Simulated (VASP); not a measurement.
These are PBEsol GGA, VASP's PBE PAW potentials (set 64) (plane waves; VASP 6.6.1) values and carry that method's errors.

Input for VASP

**POSCAR**
```
Be
1
    1.1188569556    -1.9379169273     0.0000000000
    1.1188569556     1.9379169273     0.0000000000
    0.0000000000     0.0000000000     3.5155757674
Be
2
Direct
  0.3333330000   0.6666670000   0.2500000000
  0.6666670000   0.3333330000   0.7500000000
```

### INCAR
```
SIGMA = 0.1
ENCUT = 520   # plane-wave cut-off (eV)
GGA = PS   # PBEsol
LWAVE = F
LASPH = T   # aspherical one-centre terms
NELM = 100
EDIFF = 1E-7   # SCF stop (eV)
ISMEAR = 1
ALGO = Normal
IBRION = 2
SYSTEM = Be
ISIF = 4   # ions and shape, fixed volume
LREAL = F
EDIFFG = -0.01
PREC = Accurate
NSW = 30   # most ionic steps
LCHARG = F
```

**KPOINTS**
```
Automatic mesh
0
Gamma
18 18 10
0 0 0
```

POTCAR, in this order: Be (PBE.64 set). Program: vasp_std.

**Question.** Estimate the energy per atom (σ→0), band gap (on the k-mesh).

**Answer.** 
| Quantity | Result |
|---|---|
| energy per atom (σ→0) | -385.3 kJ/mol of atoms |
| band gap (on the k-mesh) | none (metal, semimetal or under 0.01 eV) |

OSZICAR:
```
...
DAV:  10    -0.798636524608E+01    0.95220E-09   -0.70444E-10  2532   0.242E-04
   1 F= -.79863652E+01 E0= -.79863327E+01  d E =-.798637E+01
       N       E                     dE             d eps       ncg     rms          rms(c)
DAV:   1    -0.798730672665E+01   -0.94148E-03   -0.10016E-02  3384   0.674E-01    0.387E-02
DAV:   2    -0.798729298392E+01    0.13743E-04   -0.45295E-05  3204   0.621E-02    0.234E-02
DAV:   3    -0.798728267552E+01    0.10308E-04   -0.77827E-06  3528   0.159E-02    0.317E-04
DAV:   4    -0.798728268248E+01   -0.69595E-08   -0.63201E-08  3024   0.249E-03
   2 F= -.79872827E+01 E0= -.79872272E+01  d E =-.917436E-03
```

The compound is Be in the hcp structure. This cell is one point of a volume scan, at 0.97 of the reference volume. Symmetry was kept, so distortions that lower it aren't found.
